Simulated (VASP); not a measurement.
An input for Ansatz (written as the equivalent of a VASP run, and not itself run):

Ansatz 0.2 input:
```yaml
crystal:
  lattice:
    - [2.5846700, 1.4922600, 4.5260000]
    - [-2.5846700, 1.4922600, 4.5260000]
    - [0.0000000, -2.9845200, 4.5260000]
  atoms:
    - { symbol: Li, position: [0.5000000, 0.5000000, 0.5000000] }
    - { symbol: Ta, position: [0.0000000, 0.0000000, 0.0000000] }
    - { symbol: F, position: [0.6496700, 0.2453870, 0.8609700] }
    - { symbol: F, position: [0.3503300, 0.7546130, 0.1390300] }
    - { symbol: F, position: [0.8609700, 0.6496700, 0.2453870] }
    - { symbol: F, position: [0.1390300, 0.3503300, 0.7546130] }
    - { symbol: F, position: [0.2453870, 0.8609700, 0.6496700] }
    - { symbol: F, position: [0.7546130, 0.1390300, 0.3503300] }
kpoints:
  mp_grid: { grid: [6, 6, 6] }
hamiltonian:
  xc: pbesol
  pseudopotentials: { kind: paw }
scf:
  occupations: { method: gaussian, width: 0.01 }
  max_iter: 100
output: { forces: true, stress: true, eigenvalues: true }
```

Task: Translate this input to VASP (INCAR, KPOINTS, POSCAR, choice of POTCAR).

Result: One answer among several that fit: 
**POSCAR**
```
LiTaF6
1
    2.5846700000     1.4922600000     4.5260000000
   -2.5846700000     1.4922600000     4.5260000000
    0.0000000000    -2.9845200000     4.5260000000
Li Ta F
1 1 6
Direct
  0.5000000000   0.5000000000   0.5000000000
  0.0000000000   0.0000000000   0.0000000000
  0.6496700000   0.2453870000   0.8609700000
  0.3503300000   0.7546130000   0.1390300000
  0.8609700000   0.6496700000   0.2453870000
  0.1390300000   0.3503300000   0.7546130000
  0.2453870000   0.8609700000   0.6496700000
  0.7546130000   0.1390300000   0.3503300000
```

### INCAR
```
! general
SYSTEM  = LiTaF6
PREC    = Accurate
ENCUT   = 400
LREAL   = .False.
LASPH   = .True.

! electronic loop
EDIFF   = 1E-6
NELM    = 100
ALGO    = Normal
LMAXMIX = 6

! smearing
ISMEAR  = 0
SIGMA   = 0.01

! functional
GGA     = PS

! ions
ISIF    = 2

! output
LWAVE   = .False.
LCHARG  = .False.
```

### KPOINTS
```
Automatic mesh
0
Gamma
6 6 6
0 0 0
```

POTCAR, in this order: Li_sv Ta_pv F (PBE.64 set). Program: vasp_std.

Limits of the translation: each code has its own PAW files, so the cut-off isn't converted (ENCUT is set for VASP's; basis.ecutwfc is left out, and Ansatz then takes the one that its files recommend); Ansatz stops its SCF on the density residual and VASP on the energy change (EDIFF).

The structure comes from a computed database's LiTaF6 entry; how it stands against other phases isn't given here. The cell was not relaxed at this level.
